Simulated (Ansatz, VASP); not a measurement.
## Cross-check of TaRu between VASP and Ansatz

One calculation is typed for both programs; each brings its own data sets. How far apart do they land? The cell is taken from a series of runs on this material, whose earlier steps may have relaxed, scaled, displaced or heated it; both programs get it as it stands.

Program: Ansatz 0.2.0. Level of theory: plane waves, with VASP 6.6.1 beside it; single point at PBEsol. Results are calculated unless marked as measured.

## Step 1: Starting point

The structure is orthorhombic, space group Cmmm (No. 65). Conventional cell: a = 6.279 Å, b = 12.558 Å, c = 3.139 Å, α = 90.00°, β = 90.00°, γ = 90.00°. Nearest to Ta lie 8 Ru at 2.70 to 2.74 Å. Nearest to Ru lie 8 Ta at 2.70 to 2.74 Å. Ru has 8 Ta at 2.72 Å nearest. Nearest to Ru lie 8 Ta at 2.71 Å. Farther neighbours are not listed.

As a file:

```cif
data_structure
_symmetry_space_group_name_H-M 'Cmmm'
_symmetry_Int_Tables_number 65
_cell_length_a 6.2788
_cell_length_b 12.5576
_cell_length_c 3.1394
_cell_angle_alpha 90.000
_cell_angle_beta 90.000
_cell_angle_gamma 90.000
_cell_volume 247.53
loop_
_atom_site_label
_atom_site_type_symbol
_atom_site_symmetry_multiplicity
_atom_site_Wyckoff_symbol
_atom_site_fract_x
_atom_site_fract_y
_atom_site_fract_z
_atom_site_occupancy
Ta1 Ta 8 q 0.24839 0.62500 0.50000 1
Ru1 Ru 4 i 0.50000 0.74681 0.00000 1
Ru2 Ru 2 a 0.50000 0.50000 0.00000 1
Ru3 Ru 2 b 0.00000 0.50000 0.00000 1
```

## Step 2: VASP: single point, PBEsol, pair 1

With cell and atoms fixed, the geometry can't cause a difference; cores, projectors, grids and the points listed under the comparison can.

Lines of VASP's logs that name or quote its potential files are left out, and so is its time.

INCAR

```
SYSTEM = TaRu
PREC = Accurate
ENCUT = 500
EDIFF = 1E-06
NELM = 120
ISMEAR = 1
SIGMA = 0.2
LREAL = .FALSE.
ALGO = Normal
GGA = PS
NBANDS = 62
LASPH = .TRUE.
LORBIT = 11
LWAVE = .FALSE.
LCHARG = .FALSE.
ISIF = 2
GGA_COMPAT = .FALSE.
KPAR = 2
```

POSCAR

```
TaRu
1.0
   -3.1394054961      0.0000000000      0.0000000000
    0.0000000000      0.0000000000     -6.2788109923
    0.0000000000     -6.2788109923     -3.1394054961
Ta Ru
4 4
Direct
    0.5000000000      0.6233926439      0.2500000000
    0.5000000000      0.1266073561      0.2500000000
    0.5000000000      0.3733926439      0.7500000000
    0.5000000000      0.8766073561      0.7500000000
    0.0000000000      0.9968146836      0.0063706329
    0.0000000000      0.5031853164      0.9936293671
    0.0000000000      0.7500000000      0.5000000000
    0.0000000000      0.2500000000      0.5000000000
```

KPOINTS

```
Automatic mesh
0
Gamma
12 6 6
0 0 0
```

PAW data sets: Ta_pv and Ru_pv (PBE family, release 64).

Started as:

```sh
> mpirun -np 2 vasp_std
```

Numbers of over 12 decimals in the logs are rounded to 6 here.

The log of the run:

```text
[banner, memory and clock lines left out]
running    2 mpi-ranks, on    1 nodes
 distrk:  each k-point on    1 cores,    2 groups
 distr:  one band on    1 cores,    1 groups

 POSCAR found type information on POSCAR TaRu
 POSCAR found :  2 types and       8 ions
|                                                                             |
|               ----> ADVICE to this user running VASP <----                  |
|                                                                             |
|     You enforced a specific xc type in the INCAR file but a different       |
|     [... a line on the potential file left out ...]
|     I HOPE YOU KNOW WHAT YOU ARE DOING!                                     |
|                                                                             |

 LDA part: xc-table for (Slater+PW92), standard interpolation
 POSCAR, INCAR and KPOINTS ok, starting setup
 FFT: planning ... GRIDC
 FFT: planning ... GRID_SOFT
 FFT: planning ... GRID
 WAVECAR not read
 entering main loop
       N       E                     dE             d eps       ncg     rms          rms(c)
DAV:   1     0.118736522526E+04    0.11874E+04   -0.55651E+04 11284   0.170E+03
DAV:   2    -0.397354211506E+02   -0.12271E+04   -0.11949E+04 11734   0.546E+02
DAV:   3    -0.962049922951E+02   -0.56470E+02   -0.54268E+02 13466   0.110E+02
DAV:   4    -0.979266254991E+02   -0.17216E+01   -0.16784E+01 13398   0.163E+01
DAV:   5    -0.979760119846E+02   -0.49386E-01   -0.49265E-01 14050   0.249E+00    0.394E+01
DAV:   6    -0.942243921036E+02    0.37516E+01   -0.10016E+01 11958   0.165E+01    0.158E+01
DAV:   7    -0.948635834644E+02   -0.63919E+00   -0.15313E+01 13536   0.142E+01    0.131E+01
DAV:   8    -0.929372922020E+02    0.19263E+01   -0.79861E+00 12844   0.115E+01    0.171E+00
DAV:   9    -0.929615605338E+02   -0.24268E-01   -0.52417E-01 13306   0.291E+00    0.205E+00
DAV:  10    -0.929198129243E+02    0.41748E-01   -0.22271E-01 14040   0.180E+00    0.465E-01
DAV:  11    -0.929203268978E+02   -0.51397E-03   -0.20113E-02 14156   0.673E-01    0.408E-01
DAV:  12    -0.929188202208E+02    0.15067E-02   -0.81077E-03 14046   0.453E-01    0.168E-01
DAV:  13    -0.929187471377E+02    0.73083E-04   -0.80927E-04 13936   0.120E-01    0.614E-02
DAV:  14    -0.929187114115E+02    0.35726E-04   -0.13442E-04 13372   0.561E-02    0.133E-02
DAV:  15    -0.929187116336E+02   -0.22208E-06   -0.89358E-06 11294   0.139E-02
   1 F= -.92918712E+02 E0= -.92911426E+02  d E =-.218584E-01
```

From OUTCAR (step 2):

```text
ion  position               nearest neighbor table
   1  0.500  0.623  0.250-   5 2.70   5 2.70   8 2.71   8 2.71   7 2.72   7 2.72   6 2.74   6 2.74
                             2 3.12   3 3.14   4 3.14   2 3.16
   2  0.500  0.127  0.250-   5 2.70   5 2.70   8 2.71   8 2.71   7 2.72   7 2.72   6 2.74   6 2.74
                             1 3.12   4 3.14   3 3.14   1 3.16
   3  0.500  0.373  0.750-   6 2.70   6 2.70   8 2.71   8 2.71   7 2.72   7 2.72   5 2.74   5 2.74
                             4 3.12   1 3.14   2 3.14   4 3.16
   4  0.500  0.877  0.750-   6 2.70   6 2.70   8 2.71   8 2.71   7 2.72   7 2.72   5 2.74   5 2.74
                             3 3.12   2 3.14   1 3.14   3 3.16
   5  0.000  0.997  0.006-   2 2.70   2 2.70   1 2.70   1 2.70   3 2.74   3 2.74   4 2.74   4 2.74
                             7 3.10   6 3.14   6 3.14   8 3.18
   6  0.000  0.503  0.994-   3 2.70   3 2.70   4 2.70   4 2.70   2 2.74   2 2.74   1 2.74   1 2.74
                             7 3.10   5 3.14   5 3.14   8 3.18
   7  0.000  0.750  0.500-   1 2.72   4 2.72   1 2.72   4 2.72   3 2.72   2 2.72   3 2.72   2 2.72
                             5 3.10   6 3.10   8 3.14   8 3.14
   8  0.000  0.250  0.500-   2 2.71   3 2.71   2 2.71   3 2.71   1 2.71   1 2.71   4 2.71   4 2.71
                             7 3.14   7 3.14   6 3.18   5 3.18

  LATTYP: Found a base centered orthorhombic cell.
 ALAT       =     6.2788109923
 B/A-ratio  =     2.0000000000
 C/A-ratio  =     0.5000000000

 Subroutine GETGRP returns: Found  8 space group operations
 (whereof  4 operations were pure point group operations)

The static configuration has the point symmetry C_2v.
 The point group associated with its full space group is D_2h.

 Found     91 irreducible k-points:

   k-points           NKPTS =     91   k-points in BZ     NKDIM =     91   number of bands    NBANDS=     62

   dimension x,y,z NGX =    24 NGY =   48 NGZ =   54
   dimension x,y,z NGXF=    48 NGYF=   96 NGZF=  108

   ENCUT  =  500.0 eV  36.75 Ry    6.06 a.u.   5.72 11.45 12.80*2*pi/ulx,y,z

   NELECT =     100.0000    total number of electrons

 k-points in reciprocal lattice and weights: Automatic mesh
   0.00000000  0.00000000  0.00000000       0.002
   0.08333333  0.00000000  0.00000000       0.005
   0.16666667  0.00000000  0.00000000       0.005
   0.25000000  0.00000000  0.00000000       0.005
   0.33333333  0.00000000  0.00000000       0.005
   0.41666667  0.00000000  0.00000000       0.005
   0.50000000  0.00000000  0.00000000       0.002
   0.00000000  0.16666667 -0.00000000       0.009
   0.08333333  0.16666667 -0.00000000       0.019
[...]
0.41666667  0.00000000  0.50000000       0.005
   0.50000000  0.00000000  0.50000000       0.002

 average (electrostatic) potential at core
       1 -33.4053       2 -33.4053       3 -33.4053       4 -33.4053       5 -70.3506
       6 -70.3506       7 -70.3474       8 -70.3614

 E-fermi :   9.7400

 k-point     1 :       0.0000    0.0000    0.0000
  band No.  band energies     occupation
    ...
     51       9.6130      1.87013
     52       9.6649      1.58893
     53       9.6655      1.58485
     54       9.7497      0.91845
     55       9.7521      0.89818
     56      10.5966     -0.00000
     57      10.7442     -0.00000
     58      10.7583     -0.00000
     59      11.4395     -0.00000
     60      11.4735     -0.00000
    ...

 k-point     2 :       0.0833    0.0000    0.0000
  band No.  band energies     occupation
    ...
     48       7.7791      2.00000
     49       7.9715      2.00000
     50       9.6047      1.90273
     51       9.6876      1.42736
     52       9.7000      1.33138
     53       9.8652      0.13737
     54       9.8672      0.12897
     55      10.2680     -0.00121
     56      10.5474     -0.00000
     57      10.7479     -0.00000
    ...

 k-point     3 :       0.1667    0.0000    0.0000
  band No.  band energies     occupation
    ...
     46       7.3960      2.00000
     47       7.4921      2.00000
     48       7.5568      2.00000
     49       8.8411      2.00000
     50       9.5835      1.97102
     51       9.8602      0.15919
     52       9.8623      0.14995
     53      10.0177     -0.06436
     54      10.2660     -0.00127
     55      10.2678     -0.00122
    ...

  Total        0.0590587      0.2638482      0.3092304      0.0000000     -0.0000000      0.0000000
  in kB        0.7645264      3.4155642      4.0030455      0.0000000     -0.0000000      0.0000000
  external PRESSURE =       2.7277120 kB  Pullay stress =       0.0000000 kB

  energy-cutoff  :      500.00
  volume of cell :      123.77
      direct lattice vectors                 reciprocal lattice vectors
    -3.139405496  0.000000000  0.000000000    -0.318531646  0.000000000  0.000000000
     0.000000000  0.000000000 -6.278810992     0.000000000  0.079632911 -0.159265823
     0.000000000 -6.278810992 -3.139405496     0.000000000 -0.159265823  0.000000000

 POSITION                                       TOTAL-FORCE (eV/Angst)
 -----------------------------------------------------------------------------------
     -1.56970     -1.56970     -4.69902         0.000000     -0.003486      0.095965
     -1.56970     -1.56970     -1.57980         0.000000     -0.003486     -0.095965
     -1.56970     -4.70911     -4.69902         0.000000      0.003486      0.095965
     -1.56970     -4.70911     -7.85861         0.000000      0.003486     -0.095965
      0.00000     -0.04000     -6.27881         0.000000     -0.185768      0.000000
      0.00000     -6.23881     -6.27881         0.000000      0.185768     -0.000000
      0.00000     -3.13941     -6.27881         0.000000     -0.000000     -0.000000
      0.00000     -3.13941     -3.13941         0.000000     -0.000000     -0.000000
 -----------------------------------------------------------------------------------
    total drift:                               -0.000000      0.000000      0.000000

  FREE ENERGIE OF THE ION-ELECTRON SYSTEM (eV)
  ---------------------------------------------------
  free  energy   TOTEN  =       -92.9187116336 eV

  energy  without entropy=      -92.8968532800  energy(sigma->0) =      -92.91142552

 total charge
# of ion       s       p       d       tot
------------------------------------------
    1        0.383   6.221   2.275   8.880
    2        0.383   6.221   2.275   8.880
    3        0.383   6.221   2.275   8.880
    4        0.383   6.221   2.275   8.880
    5        0.404   6.282   6.090  12.775
    6        0.404   6.282   6.090  12.775
    7        0.398   6.283   6.085  12.766
    8        0.410   6.279   6.096  12.785
--------------------------------------------------
tot          3.149  50.012  33.460  86.621

[... 3 further parts left out ...]
```

The PAW data sets were made with PBE, which is usual practice but a small mismatch for other functionals.

## Step 3: Ansatz: single point, PBEsol, pair 1

Ansatz runs on its PAW soft_1 files.

The same cell, functional, mesh and smearing now go to Ansatz, which takes its cutoff from its data sets.

input.yaml

```yaml
crystal:
  lattice:
    - [-3.1394054961, 0.0, 0.0]
    - [0.0, 0.0, -6.2788109923]
    - [0.0, -6.2788109923, -3.1394054961]
  atoms:
    - { symbol: Ta, position: [0.5, 0.6233926439, 0.25] }
    - { symbol: Ta, position: [0.5, 0.1266073561, 0.25] }
    - { symbol: Ta, position: [0.5, 0.3733926439, 0.75] }
    - { symbol: Ta, position: [0.5, 0.8766073561, 0.75] }
    - { symbol: Ru, position: [0.0, -0.0031853165, 0.0063706329] }
    - { symbol: Ru, position: [0.0, 0.5031853165, -0.0063706329] }
    - { symbol: Ru, position: [0.0, 0.75, 0.5] }
    - { symbol: Ru, position: [0.0, 0.25, 0.5] }
kpoints:
  mp_grid: { grid: [12, 6, 6] }
hamiltonian:
  xc: pbesol
  pseudopotentials: { kind: paw, azcp: { folder: soft_1 }, xc_functional: pbe }
scf:
  occupations: { method: methfessel_paxton, width: 0.2 }
output:
  forces: true
  stress: true
  eigenvalues: true
```

Started as:

```sh
> ansatz run input.yaml --threads 4 --pin off --max-ram 10240MiB --backend cpu --events-out ev --progress --plain --runs-dir out
```

The log of the run:

```text
Engine: ansatz 0.2.0, x86_64-unknown-linux-gnu
Pseudopotentials: kind: paw
Pseudopotential: Ta, paw, valence charge 13, recommended cutoff 420 eV (normal), soft_1/Ta.paw.azcp
Pseudopotential: Ru, paw, valence charge 16, recommended cutoff 420 eV (normal), soft_1/Ru.paw.azcp
Functional definition: PBEsol
  exchange = pbesol_x
  correlation = pbesol_c
Crystal: 8 atoms, lattice volume = 123.766 Å³
Basis set: ecut = 420 eV, 2445 PW (Γ), exchange–correlation on 48×90×96 points (8 copies of the dense FFT grid, shifted against one another)
Bands: 70, of which v1, the nominal top of the filled ones, is band 58 counted from 1 (57 counted from 0)
Symmetry: 8 space group operations
Space group: Cmmm (ITA 65), of the structure as read, at distance tolerance 5.0e-5 Å
k-points: 91 of 432
Non-local potential: Ta, projectors of the file, l = 0: 3, l = 1: 2, l = 2: 2, l = 3: 1
Non-local potential: Ru, projectors of the file, l = 0: 3, l = 1: 2, l = 2: 2, l = 3: 1
PAW form: soft (Blöchl's): semilocal exchange-correlation on the pseudo side does not see the compensation charge
PAW frozen core: Ta, regenerated for the run's functional, and the local potential with it (the file was generated under x = pbe(κ = 0.804, μ = 0.219515), c = pbe(β = 0.066725))
PAW frozen core: Ru, regenerated for the run's functional, and the local potential with it (the file was generated under x = pbe(κ = 0.804, μ = 0.219515), c = pbe(β = 0.066725))
PAW one-centre angular grid: Ta, 590 points (default); XC on 64 Gauss nodes
PAW one-centre angular grid: Ru, 590 points (default); XC on 64 Gauss nodes
Initial density: superposition of atomic densities (chi_scale 0.1, normalization cell, long waves kept (reshape's long-wave potential 0.00 eV rms))
Initial wavefunctions: pseudopotential atomic-orbital guess
Functional: x = pbesol(κ = 0.804, μ = 0.123457), c = pbesol(β = 0.046)
SCF iter   1: F=—  HF=-62514.735529 eV  |F-HF|=—  |Δ(HF+E_count)|=         —  Δρ=2.46e-1  dr2=1.22e2  ethr=3.10e-3  ⟨swp⟩=4.6  Hψ=19624  notcnv=0
preconditioner: auto → Kerker (q_TF=auto, 2.699 Å⁻¹)  [metal: Δε(μ)=0.018 eV  Ē_g=5.061 eV  σ=0.200 eV  W_gap=0.07  n_scr=44 (ndim 8)  ℏωp=24.1 eV  f_vac=0.000  D(μ)=6.82/eV (n_scr^D=70)]
SCF iter   2: F=—  HF=-62500.767558 eV  |F-HF|=—  |Δ(HF+E_count)|=    1.40e1  S|Δr|=    0.00e0  Δρ=1.09e-1  dr2=2.44e1  ethr=3.10e-3  ⟨swp⟩=2.8  Hψ=13945  notcnv=0  defer=163
SCF iter   3: F=—  HF=-62498.018342 eV  |F-HF|=—  |Δ(HF+E_count)|=    2.75e0  S|Δr|=    0.00e0  Δρ=2.91e-2  dr2=1.02e0  ethr=3.10e-3  ⟨swp⟩=2.8  Hψ=10461  notcnv=0  defer=148
SCF iter   4: F=—  HF=-62497.931343 eV  |F-HF|=—  |Δ(HF+E_count)|=   8.70e-2  S|Δr|=    0.00e0  Δρ=1.31e-2  dr2=2.79e-1  ethr=8.80e-4  ⟨swp⟩=2.4  Hψ=12274  notcnv=0  defer=98
SCF iter   5: F=—  HF=-62497.904945 eV  |F-HF|=—  |Δ(HF+E_count)|=   2.64e-2  S|Δr|=    0.00e0  Δρ=5.36e-3  dr2=4.60e-2  ethr=2.41e-4  ⟨swp⟩=1.0  Hψ=6432  notcnv=0  defer=98
SCF iter   6: F=—  HF=-62497.899979 eV  |F-HF|=—  |Δ(HF+E_count)|=   4.97e-3  S|Δr|=    0.00e0  Δρ=1.02e-3  dr2=1.54e-3  ethr=3.96e-5  ⟨swp⟩=1.9  Hψ=6904  notcnv=0  defer=98
SCF iter   7: F=—  HF=-62497.899842 eV  |F-HF|=—  |Δ(HF+E_count)|=   1.36e-4  S|Δr|=    0.00e0  Δρ=1.41e-4  dr2=2.49e-5  ethr=1.33e-6  ⟨swp⟩=2.0  Hψ=7770  notcnv=0  defer=98
SCF iter   8: F=—  HF=-62497.899848 eV  |F-HF|=—  |Δ(HF+E_count)|=   5.80e-6  S|Δr|=    0.00e0  Δρ=2.12e-5  dr2=5.89e-7  ethr=2.15e-8  ⟨swp⟩=2.0  Hψ=7871  notcnv=0  defer=98
SCF iter   9: F=-62497.899848 eV  HF=-62497.899848 eV  |F-HF|=1.62e-9  |Δ(HF+E_count)|=   4.58e-8  S|Δr|=    0.00e0  Δρ=1.53e-6  dr2=2.64e-9  ethr=8.62e-11  ⟨swp⟩=9.3  Hψ=23943  notcnv=0
SCF 1 converged in 9 iterations: F = -62497.899848 eV  dr2 = 2.64e-9
  greatest PAW one-centre occupation: 1.000 electrons in one spin orbital (limit 2), on the Ru atom at site 7 (counted from 0), in its partial waves of l = 0
SCF converged after 9 iterations
Stability not checked: this state was not tested for a lower state beside it, because cold or Methfessel-Paxton smearing, or corrected tetrahedra, fill the levels in a way that the test cannot read (fill_not_monotonic; see scf.lower_state_search)
Free energy (F): -62497.899848 eV
Harris-Foulkes:  -62497.899848 eV  (|F-HF|=1.62e-9)
Internal energy: -62497.877976 eV  (E = F + TS)
E sigma→0 (E₀):  -62497.894380 eV
Entropy (-TS):   -0.021872 eV (-2.734 meV/atom)
Fermi energy:    21.908966 eV
--- Per-component energies (eV) ---
  E_band       = -662.263663
  E_kinetic    = 3414.804899
  E_local      = -7621.360922  (includes V_loc(G=0)·N_el)
  E_nonlocal   = 1630.318745
  E_hartree    = 2639.733437
  E_xc         = -1953.220393
  E_vxc        = -1794.000029  (∫ρ·V_xc dr)
  E_paw        = -46488.446105  (= ΣΔE_a)
  E_vpaw       = -1571.497206  (= ΣTr[D̂ρ^β])
  E_aug_tail   = 0.002887  (compensation charges beyond the density's cutoff)
  E_ewald      = -14121.578562
  E_core_change = 1.868038  (= ΣΔE_core)
  E_smearing   = -0.021872  (= −TS)
  E_closure    = 0.000000  (closes the sum)
  Σ components = -62497.899848   (vs F -62497.899848, Δ=0.00e0)
--- Forces (eV/Å), atoms counted from 1 ---
  atom   1  Ta     0.00000000    -0.00353265     0.09498053
  atom   2  Ta     0.00000000    -0.00353265    -0.09498053
  atom   3  Ta     0.00000000     0.00353265     0.09498053
  atom   4  Ta     0.00000000     0.00353265    -0.09498053
  atom   5  Ru     0.00000000    -0.18585870     0.00000000
  atom   6  Ru     0.00000000     0.18585870    -0.00000000
  atom   7  Ru     0.00000000     0.00000000     0.00000000
  atom   8  Ru     0.00000000     0.00000000     0.00000000
  max |Σ_I F_I| component: 5.42e-20 eV/Å
--- Stress (GPa, compression-positive) ---
       -0.136827      -0.000000       0.000000
       -0.000000       0.129774       0.000000
        0.000000       0.000000       0.183741
  P = ⅓ Tr σ = 0.0589 GPa (0.589 kbar)
--- Band table (eV; the first three rows and the last of 91) ---
  k-point 0: bands = [... 54 lower, 19.8124, 19.8713, 20.4457, 21.7711, 21.7818, 21.8383, 21.8389, 21.9160, ... 8 higher]
  k-point 1: bands = [... 54 lower, 19.8105, 20.3512, 20.8874, 21.0170, 21.7547, 21.8284, 22.0474, 22.0494, ... 8 higher]
  k-point 2: bands = [... 54 lower, 20.1509, 20.5879, 20.8499, 21.7879, 21.8794, 21.9584, 22.2160, 22.4392, ... 8 higher]
  k-point 90: bands = [... 54 lower, 20.3110, 20.4161, 21.6562, 21.7967, 21.9302, 21.9985, 22.0415, 22.0857, ... 8 higher]
```

The run ends at a pressure of 0.06 GPa, with forces up to 0.19 eV/Å.

## Step 4: Comparison

Known differences besides the potentials themselves: the data sets hold 116 valence electrons in Ansatz (on its PAW soft_1 files) and 100 in VASP; the cutoff is 420 eV in Ansatz and 500 eV in VASP; Ansatz makes its cores anew for this functional, VASP keeps those of its PBE data sets. Total energies have different zeros and are not compared.

The two programs side by side:

```tsv
quantity	Ansatz	VASP	difference
pressure (GPa)	0.06	0.27	-0.21
```

Forces (eV/Å; atoms numbered as in POSCAR):

```tsv
atom	Ansatz x, y, z	VASP x, y, z
Ta1	0.000, -0.004, 0.095	0.000, -0.003, 0.096
Ta2	0.000, -0.004, -0.095	0.000, -0.003, -0.096
Ta3	0.000, 0.004, 0.095	0.000, 0.003, 0.096
Ta4	0.000, 0.004, -0.095	0.000, 0.003, -0.096
Ru5	0.000, -0.186, 0.000	0.000, -0.186, 0.000
Ru6	0.000, 0.186, 0.000	0.000, 0.186, 0.000
Ru7	0.000, 0.000, 0.000	0.000, 0.000, 0.000
Ru8	0.000, 0.000, 0.000	0.000, 0.000, 0.000
```

The forces differ by 0.4 meV/Å r.m.s., which is 0.6 % of the r.m.s. force of 0.066 eV/Å (both taken over all components).

(Continued in part 2 of 2.)

[Lines on the potential files, build, host, timing and source positions are cut from VASP's logs without a mark.]

[Logs are printed without paths, hosts, clocks, repeated set-up lines and the standing remarks that a program may print on its own settings, such as how far it seeks lower states.]

[Hosts, paths, dates, database ids (printed as entryN), source tags and the programs' standing remarks are cut or masked in the printed files.]
